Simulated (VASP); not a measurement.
# CaCuF3: structure and properties in VASP, part 5 of 6

Wanted: the relaxed cell of CaCuF3 and its properties. The cell is invented: it takes the structure of a Materials Project entry for KCaF3 (space group 221 there), with some of its atoms replaced by other elements, volume scaled by an estimate. It may not be a known or stable phase.

VASP 6.6.1, plane waves and PAW; the level of theory is named at each step.

So far, gap on the k-mesh (eV): step 2 (rough relaxation of the start cell) 0.496; step 5 (density, ELF and potential (LAK)) 0.512; step 7 (total and projected DOS (LAK)) 0.498; step 8 (field gradients at the nuclei (LAK)) 0.512; step 9 (volume scan with LAK, volume scale 0.94) 0.482.

### Step 10. Volume scan with LAK, volume scale 0.96

Level of this step: LAK; plane waves and PAW (Cu, Ca_sv, F); invented cell (VASP).

INCAR

```
SYSTEM = CaCuF3
PREC = Accurate
ENCUT = 520
EDIFF = 1E-06
NELM = 100
ISMEAR = -1
SIGMA = 0.05
LREAL = .FALSE.
ALGO = Normal
METAGGA = LAK
LASPH = .TRUE.
NBANDS = 27
LORBIT = 11
LWAVE = .FALSE.
LCHARG = .FALSE.
KPAR = 2
ISIF = 2
```

POSCAR

```
CaCuF3
1.0
    4.2891750832      0.0000000000      0.0000000000
    0.0000000000      4.2891750832      0.0000000000
    0.0000000000      0.0000000000      4.2891750832
Cu Ca F
1 1 3
Direct
    0.5000000000      0.5000000000      0.5000000000
    0.0000000000      0.0000000000      0.0000000000
    0.0000000000      0.5000000000      0.0000000000
    0.0000000000      0.0000000000      0.5000000000
    0.5000000000      0.0000000000      0.0000000000
```

KPOINTS

```
Automatic mesh
0
Gamma
5 5 5
0 0 0
```

Potentials, in the order of the species: Cu, Ca_sv and F (PBE family, release 64).

The run is started by

```sh
mpirun -np 2 vasp_std
```

The log of the run:

```text
[... set-up lines as in an earlier step ...]
 entering main loop
       N       E                     dE             d eps       ncg     rms          rms(c)
DAV:   1     0.499605379187E+03    0.49961E+03   -0.21163E+04   548   0.179E+03
DAV:   2     0.375813924233E+02   -0.46202E+03   -0.44503E+03   606   0.459E+02
DAV:   3    -0.208739503384E+02   -0.58455E+02   -0.57594E+02   714   0.176E+02
DAV:   4    -0.233497159669E+02   -0.24758E+01   -0.24515E+01   928   0.327E+01
DAV:   5    -0.234321680883E+02   -0.82452E-01   -0.82384E-01   706   0.488E+00    0.191E+01
DAV:   6    -0.122207894621E+02    0.11211E+02   -0.18741E+02   743   0.114E+02    0.173E+01
DAV:   7    -0.449828632914E+01    0.77225E+01   -0.18134E+01   628   0.412E+01    0.888E+00
DAV:   8    -0.355533935218E+01    0.94295E+00   -0.13152E+01   640   0.111E+02    0.169E+00
DAV:   9    -0.363324214086E+01   -0.77903E-01   -0.15620E+00   664   0.847E+00    0.151E+00
DAV:  10    -0.358779281263E+01    0.45449E-01   -0.40574E-01   857   0.635E+00    0.468E-01
DAV:  11    -0.358402133579E+01    0.37715E-02   -0.32197E-02   768   0.203E+00    0.218E-01
DAV:  12    -0.358396449821E+01    0.56838E-04   -0.48311E-03   728   0.695E-01    0.829E-02
DAV:  13    -0.358435338612E+01   -0.38889E-03   -0.10714E-03   629   0.346E-01    0.473E-02
DAV:  14    -0.358430109134E+01    0.52295E-04   -0.22923E-04   906   0.167E-01    0.251E-02
DAV:  15    -0.358433962170E+01   -0.38530E-04   -0.74474E-05   831   0.862E-02    0.700E-03
DAV:  16    -0.358433822212E+01    0.13996E-05   -0.89561E-06   428   0.324E-02    0.512E-03
DAV:  17    -0.358433539877E+01    0.28234E-05   -0.39544E-06   418   0.272E-02    0.921E-04
DAV:  18    -0.358433584848E+01   -0.44972E-06   -0.91081E-07   326   0.104E-02
   1 F= -.35843358E+01 E0= -.35837891E+01  d E =-.109356E-02
```

Elapsed: 62 s, on 2 MPI ranks of AMD EPYC 7R43, shared host; peak memory 0.33 GiB; 2 min of CPU time.

Parts of OUTCAR (step 10):

```text
   ENCUT  =  520.0 eV  38.22 Ry    6.18 a.u.   7.98  7.98  7.98*2*pi/ulx,y,z

   NELECT =      42.0000    total number of electrons

 E-fermi :   0.2726

 k-point     1 :       0.0000    0.0000    0.0000
  band No.  band energies     occupation
    ...
     17      -0.3022      1.99998
     18      -0.3022      1.99998
     19      -0.2145      1.99988
     20      -0.2145      1.99988
     21      -0.2145      1.99988
     22       0.3779      0.21728
     23       8.3372      0.00000
     24       8.3372      0.00000
     25       8.3372      0.00000
     26       9.1350      0.00000
    ...

  Total        1.4981118      1.4981118      1.4981118      0.0000000      0.0000000     -0.0000000
  in kB       30.4181986     30.4181986     30.4181986      0.0000000      0.0000000     -0.0000000
  external PRESSURE =      30.4181986 kB  Pullay stress =       0.0000000 kB

 POSITION                                       TOTAL-FORCE (eV/Angst)
 -----------------------------------------------------------------------------------
      2.14459      2.14459      2.14459         0.000000      0.000000      0.000000
      0.00000      0.00000      0.00000         0.000000      0.000000      0.000000
      0.00000      2.14459      0.00000         0.000000      0.000000      0.000000
      0.00000      0.00000      2.14459         0.000000      0.000000      0.000000
      2.14459      0.00000      0.00000         0.000000      0.000000      0.000000
 -----------------------------------------------------------------------------------
    total drift:                                0.000000      0.000000     -0.000000

  FREE ENERGIE OF THE ION-ELECTRON SYSTEM (eV)
  ---------------------------------------------------
  free  energy   TOTEN  =        -3.5843358485 eV

  energy  without entropy=       -3.5832422886  energy(sigma->0) =       -3.58378907

[... 4 parts as in an earlier step ...]

[... 12 further parts left out ...]
```

Numbers from this step:

- SCF cycles: 18
- free energy (TOTEN): -3.584 eV
- energy at zero smearing: -3.584 eV
- Fermi energy: 0.2726 eV
- pressure: 3.042 GPa
- gap on the k-mesh: 0.4909 eV
- least direct gap on the k-mesh: 0.5924 eV

The pressure falls from 4.55 to 3.04 GPa.

The run ends at a pressure of 3.04 GPa.

### Step 11. Volume scan with LAK, volume scale 0.98

INCAR is that of step 10.

POSCAR: that of step 10 with these lines changed.

```diff
@@ -2,5 +2,5 @@
 1.0
-    4.2891750832      0.0000000000      0.0000000000
-    0.0000000000      4.2891750832      0.0000000000
-    0.0000000000      0.0000000000      4.2891750832
+    4.3187565358      0.0000000000      0.0000000000
+    0.0000000000      4.3187565358      0.0000000000
+    0.0000000000      0.0000000000      4.3187565358
 Cu Ca F
```

KPOINTS is that of step 10.

The run is started by

```sh
mpirun -np 2 vasp_std
```

The log of the run:

```text
[... set-up lines as in an earlier step ...]
 entering main loop
       N       E                     dE             d eps       ncg     rms          rms(c)
DAV:   1     0.522273970355E+03    0.52227E+03   -0.20949E+04   540   0.179E+03
DAV:   2     0.415750407992E+02   -0.48070E+03   -0.46406E+03   613   0.465E+02
DAV:   3    -0.206603545093E+02   -0.62235E+02   -0.61195E+02   706   0.179E+02
DAV:   4    -0.232745721157E+02   -0.26142E+01   -0.25882E+01   912   0.353E+01
[...]
DAV:  15    -0.361165545874E+01   -0.20806E-04   -0.15187E-04   776   0.140E-01    0.662E-03
DAV:  16    -0.361165320100E+01    0.22577E-05   -0.10003E-05   640   0.246E-02    0.598E-03
DAV:  17    -0.361165248059E+01    0.72041E-06   -0.62096E-06   427   0.309E-02
   1 F= -.36116525E+01 E0= -.36111408E+01  d E =-.102330E-02
```

Wall time 62 s (2 MPI ranks); peak memory 0.32 GiB.

OUTCAR, selected parts (step 11):

```text
  Total        0.7794012      0.7794012      0.7794012     -0.0000000     -0.0000000     -0.0000000
  in kB       15.5022764     15.5022764     15.5022764     -0.0000000     -0.0000000     -0.0000000
  external PRESSURE =      15.5022764 kB  Pullay stress =       0.0000000 kB

 POSITION                                       TOTAL-FORCE (eV/Angst)
 -----------------------------------------------------------------------------------
      2.15938      2.15938      2.15938         0.000000      0.000000      0.000000
      0.00000      0.00000      0.00000         0.000000      0.000000      0.000000
      0.00000      2.15938      0.00000         0.000000      0.000000      0.000000
      0.00000      0.00000      2.15938         0.000000      0.000000      0.000000
      2.15938      0.00000      0.00000         0.000000      0.000000      0.000000
 -----------------------------------------------------------------------------------
    total drift:                                0.000000      0.000000     -0.000000

  FREE ENERGIE OF THE ION-ELECTRON SYSTEM (eV)
  ---------------------------------------------------
  free  energy   TOTEN  =        -3.6116524806 eV

  energy  without entropy=       -3.6106291788  energy(sigma->0) =       -3.61114083

[... 1 part as in an earlier step ...]

[... 2 further parts left out ...]
[key lines of the parts left out:]
E-fermi :   0.1288
```

The pressure falls from 3.04 to 1.55 GPa.

The run ends at a pressure of 1.55 GPa.

### Step 12. Volume scan with LAK, volume scale 1

INCAR is that of step 11.

POSCAR: that of step 11 with these lines changed.

```diff
@@ -2,5 +2,5 @@
 1.0
-    4.3187565358      0.0000000000      0.0000000000
-    0.0000000000      4.3187565358      0.0000000000
-    0.0000000000      0.0000000000      4.3187565358
+    4.3479382084      0.0000000000      0.0000000000
+    0.0000000000      4.3479382084      0.0000000000
+    0.0000000000      0.0000000000      4.3479382084
 Cu Ca F
```

KPOINTS is that of step 11.

The run is started by

```sh
mpirun -np 2 vasp_std
```

The log of the run:

```text
[... set-up lines as in an earlier step ...]
 entering main loop
       N       E                     dE             d eps       ncg     rms          rms(c)
[... 17 cycles as in an earlier step ...]
   1 F= -.36229341E+01 E0= -.36224489E+01  d E =-.970329E-03
```

Wall time 65 s (2 MPI ranks); peak memory 0.33 GiB.

OUTCAR, selected parts (step 12):

```text
[... 6 parts as in an earlier step ...]

[... 1 further part left out ...]
[key lines of the parts left out:]
E-fermi :  -0.0057
```

The pressure falls from 1.55 to -0.04 GPa.

The run ends at a pressure of -0.04 GPa.

### Step 13. Volume scan with LAK, volume scale 1.02

INCAR is that of step 12.

POSCAR: that of step 12 with these lines changed.

```diff
@@ -2,5 +2,5 @@
 1.0
-    4.3479382084      0.0000000000      0.0000000000
-    0.0000000000      4.3479382084      0.0000000000
-    0.0000000000      0.0000000000      4.3479382084
+    4.3767333403      0.0000000000      0.0000000000
+    0.0000000000      4.3767333403      0.0000000000
+    0.0000000000      0.0000000000      4.3767333403
 Cu Ca F
```

KPOINTS is that of step 12.

The run is started by

```sh
mpirun -np 2 vasp_std
```

The log of the run:

```text
[... set-up lines as in an earlier step ...]
 entering main loop
       N       E                     dE             d eps       ncg     rms          rms(c)
DAV:   1     0.523065542864E+03    0.52307E+03   -0.21080E+04   540   0.176E+03
DAV:   2     0.432382687103E+02   -0.47983E+03   -0.46230E+03   595   0.462E+02
DAV:   3    -0.201765626471E+02   -0.63415E+02   -0.62452E+02   719   0.176E+02
DAV:   4    -0.229906965220E+02   -0.28141E+01   -0.27912E+01   896   0.361E+01
[...]
DAV:  15    -0.361186116475E+01    0.19917E-04   -0.13429E-04   773   0.132E-01    0.542E-03
DAV:  16    -0.361185649770E+01    0.46671E-05   -0.96883E-06   610   0.252E-02    0.602E-03
DAV:  17    -0.361185633672E+01    0.16098E-06   -0.74833E-06   453   0.348E-02
   1 F= -.36118563E+01 E0= -.36114043E+01  d E =-.904028E-03
```

The job ended after 98 s (2 MPI ranks; peak memory 0.39 GiB; 3.2 min of CPU time).

From OUTCAR (step 13):

```text
  Total       -0.7194074     -0.7194074     -0.7194074     -0.0000000      0.0000000     -0.0000000
  in kB      -13.7478645    -13.7478645    -13.7478645     -0.0000000      0.0000000     -0.0000000
  external PRESSURE =     -13.7478645 kB  Pullay stress =       0.0000000 kB

 POSITION                                       TOTAL-FORCE (eV/Angst)
 -----------------------------------------------------------------------------------
      2.18837      2.18837      2.18837         0.000000      0.000000      0.000000
      0.00000      0.00000      0.00000         0.000000      0.000000      0.000000
      0.00000      2.18837      0.00000         0.000000      0.000000      0.000000
      0.00000      0.00000      2.18837         0.000000      0.000000      0.000000
      2.18837      0.00000      0.00000         0.000000      0.000000      0.000000
 -----------------------------------------------------------------------------------
    total drift:                                0.000000      0.000000     -0.000000

  FREE ENERGIE OF THE ION-ELECTRON SYSTEM (eV)
  ---------------------------------------------------
  free  energy   TOTEN  =        -3.6118563367 eV

  energy  without entropy=       -3.6109523090  energy(sigma->0) =       -3.61140432

[... 1 part as in an earlier step ...]

[... 2 further parts left out ...]
[key lines of the parts left out:]
E-fermi :  -0.1385
```

The pressure falls from -0.04 to -1.37 GPa.

The run ends at a pressure of -1.37 GPa.

### Step 14. Volume scan with LAK, volume scale 1.04

INCAR is that of step 13.

POSCAR: that of step 13 with these lines changed.

```diff
@@ -2,5 +2,5 @@
 1.0
-    4.3767333403      0.0000000000      0.0000000000
-    0.0000000000      4.3767333403      0.0000000000
-    0.0000000000      0.0000000000      4.3767333403
+    4.4051544831      0.0000000000      0.0000000000
+    0.0000000000      4.4051544831      0.0000000000
+    0.0000000000      0.0000000000      4.4051544831
 Cu Ca F
```

KPOINTS is that of step 13.

The run is started by

```sh
mpirun -np 2 vasp_std
```

The log of the run:

```text
[... set-up lines as in an earlier step ...]
 entering main loop
       N       E                     dE             d eps       ncg     rms          rms(c)
DAV:   1     0.518993313638E+03    0.51899E+03   -0.21062E+04   540   0.179E+03
DAV:   2     0.400094248518E+02   -0.47898E+03   -0.46186E+03   610   0.452E+02
DAV:   3    -0.202867129945E+02   -0.60296E+02   -0.59295E+02   730   0.175E+02
DAV:   4    -0.229229983226E+02   -0.26363E+01   -0.25979E+01   920   0.341E+01
[...]
DAV:  15    -0.359531687695E+01    0.40731E-04   -0.12165E-04   770   0.125E-01    0.501E-03
DAV:  16    -0.359531085659E+01    0.60204E-05   -0.62442E-06   512   0.186E-02    0.537E-03
DAV:  17    -0.359531020035E+01    0.65624E-06   -0.62005E-06   444   0.330E-02
   1 F= -.35953102E+01 E0= -.35948958E+01  d E =-.828752E-03
```

Wall time 91 s (2 MPI ranks); peak memory 0.38 GiB; 3 min of CPU time.

Parts of OUTCAR (step 14):

```text
  Total       -1.2416433     -1.2416433     -1.2416433      0.0000000      0.0000000      0.0000000
  in kB      -23.2714792    -23.2714792    -23.2714792      0.0000000      0.0000000      0.0000000
  external PRESSURE =     -23.2714792 kB  Pullay stress =       0.0000000 kB

 POSITION                                       TOTAL-FORCE (eV/Angst)
 -----------------------------------------------------------------------------------
      2.20258      2.20258      2.20258         0.000000      0.000000      0.000000
      0.00000      0.00000      0.00000         0.000000      0.000000      0.000000
      0.00000      2.20258      0.00000         0.000000      0.000000      0.000000
      0.00000      0.00000      2.20258         0.000000      0.000000      0.000000
      2.20258      0.00000      0.00000         0.000000      0.000000      0.000000
 -----------------------------------------------------------------------------------
    total drift:                                0.000000      0.000000     -0.000000

  FREE ENERGIE OF THE ION-ELECTRON SYSTEM (eV)
  ---------------------------------------------------
  free  energy   TOTEN  =        -3.5953102003 eV

  energy  without entropy=       -3.5944814486  energy(sigma->0) =       -3.59489582

[... 1 part as in an earlier step ...]

[... 2 further parts left out ...]
[key lines of the parts left out:]
E-fermi :  -0.2673
```

The pressure falls from -1.37 to -2.33 GPa.

The run ends at a pressure of -2.33 GPa.

### Step 15. Volume scan with LAK, volume scale 1.06

A prediction first. A parabola through the 6 pressures of evenly scaled cells so far, P = 0.04 -67.1 t +112 t² GPa with t = ln(V/V₁) and V₁ the volume at scale 1, gives -3.49 GPa at t = +0.0583.

INCAR is that of step 14.

POSCAR: that of step 14 with these lines changed.

```diff
@@ -2,5 +2,5 @@
 1.0
-    4.4051544831      0.0000000000      0.0000000000
-    0.0000000000      4.4051544831      0.0000000000
-    0.0000000000      0.0000000000      4.4051544831
+    4.4332135484      0.0000000000      0.0000000000
+    0.0000000000      4.4332135484      0.0000000000
+    0.0000000000      0.0000000000      4.4332135484
 Cu Ca F
```

KPOINTS is that of step 14.

The run is started by

```sh
mpirun -np 2 vasp_std
```

The log of the run:

```text
[... set-up lines as in an earlier step ...]
 entering main loop
       N       E                     dE             d eps       ncg     rms          rms(c)
DAV:   1     0.517534785535E+03    0.51753E+03   -0.20503E+04   540   0.172E+03
DAV:   2     0.422583864594E+02   -0.47528E+03   -0.45662E+03   591   0.453E+02
DAV:   3    -0.200629131581E+02   -0.62321E+02   -0.61403E+02   700   0.177E+02
DAV:   4    -0.228612873931E+02   -0.27984E+01   -0.27766E+01   968   0.352E+01
[...]
DAV:  17    -0.356892300687E+01   -0.18921E-05   -0.65229E-06   445   0.287E-02    0.803E-04
DAV:  18    -0.356892119632E+01    0.18105E-05   -0.34398E-07   324   0.611E-03    0.575E-04
DAV:  19    -0.356892144187E+01   -0.24554E-06   -0.10163E-07   315   0.421E-03
   1 F= -.35689214E+01 E0= -.35685419E+01  d E =-.759160E-03
```

The job ended after 93 s (2 MPI ranks; peak memory 0.39 GiB; 3.1 min of CPU time).

Parts of OUTCAR (step 15):

```text
  Total       -1.7468558     -1.7468558     -1.7468558     -0.0000000     -0.0000000      0.0000000
  in kB      -32.1226738    -32.1226738    -32.1226738     -0.0000000     -0.0000000      0.0000000
  external PRESSURE =     -32.1226738 kB  Pullay stress =       0.0000000 kB

 POSITION                                       TOTAL-FORCE (eV/Angst)
 -----------------------------------------------------------------------------------
      2.21661      2.21661      2.21661         0.000000      0.000000      0.000000
      0.00000      0.00000      0.00000         0.000000      0.000000      0.000000
      0.00000      2.21661      0.00000         0.000000      0.000000      0.000000
      0.00000      0.00000      2.21661         0.000000      0.000000      0.000000
      2.21661      0.00000      0.00000         0.000000      0.000000      0.000000
 -----------------------------------------------------------------------------------
    total drift:                                0.000000      0.000000     -0.000000

  FREE ENERGIE OF THE ION-ELECTRON SYSTEM (eV)
  ---------------------------------------------------
  free  energy   TOTEN  =        -3.5689214419 eV

  energy  without entropy=       -3.5681622816  energy(sigma->0) =       -3.56854186

[... 1 part as in an earlier step ...]

[... 2 further parts left out ...]
[key lines of the parts left out:]
E-fermi :  -0.3895
```

The pressure falls from -2.33 to -3.21 GPa. The parabola predicted -3.49 GPa, -0.28 GPa off.

### Step 16. Comparing the runs

Times are for 2 MPI ranks of AMD EPYC 7R43, shared host. The runs compared:

| no. | volume scale | energy above the lowest point (meV/atom) | pressure (GPa) | gap on the k-mesh (eV) | time | memory (GiB) |
| --- | --- | --- | --- | --- | --- | --- |
| 1 | 0.94 | 16.4 | 4.551 | 0.482 | 60 s | 0.33 |
| 2 | 0.96 | 7.73 | 3.042 | 0.4909 | 62 s | 0.33 |
| 3 | 0.98 | 2.26 | 1.550 | 0.5021 | 62 s | 0.32 |
| 4 | 1 | 0 | -0.03972 | 0.5117 | 65 s | 0.33 |
| 5 | 1.02 | 2.21 | -1.375 | 0.5227 | 98 s | 0.39 |
| 6 | 1.04 | 5.51 | -2.327 | 0.5351 | 91 s | 0.38 |
| 7 | 1.06 | 10.78 | -3.212 | 0.5466 | 93 s | 0.39 |

### Step 17. Fit for LAK

This step: Birch-Murnaghan fit, LAK; plane waves and PAW; invented cell (VASP 6.6.1).

No new run; the numbers come from the runs before.

The fit is poor or the pressure derivative of its modulus unusual (most solids lie near 4 to 5), which can come from the mesh or from a state that changes along the scan.

Numbers from this step:

* pressure derivative of the bulk modulus: 8.353
* r.m.s. error of the fit: 3.20e-4 eV/atom
* minimum inside the sampled range: yes
* bulk modulus: 68.97 GPa
* equilibrium volume of the fit: 16.45 Å³/atom

The energy above the fitted minimum by volume:

| volume (Å³/atom) | energy above the fitted minimum (eV/atom) |
| --- | --- |
| 15.453 | 0.0158 |
| 15.782 | 0.00712 |
| 16.110 | 0.00165 |
| 16.439 | -6.1e-4 |
| 16.768 | 0.00160 |
| 17.097 | 0.00490 |
| 17.425 | 0.0102 |

The fitted volume lies +0.10 % from the relaxed one.

[end of part 5 of 6]

[Lines on the potential files, build, host, timing and source positions are cut from VASP's logs without a mark.]

[Logs are printed without paths, hosts, clocks, repeated set-up lines and the standing remarks that a program may print on its own settings, such as how far it seeks lower states.]

[Hosts, paths, dates, database ids (printed as entryN), source tags and the programs' standing remarks are cut or masked in the printed files.]

[A measured line is paired with the nearest computed mode of its activity, which favours agreement.]
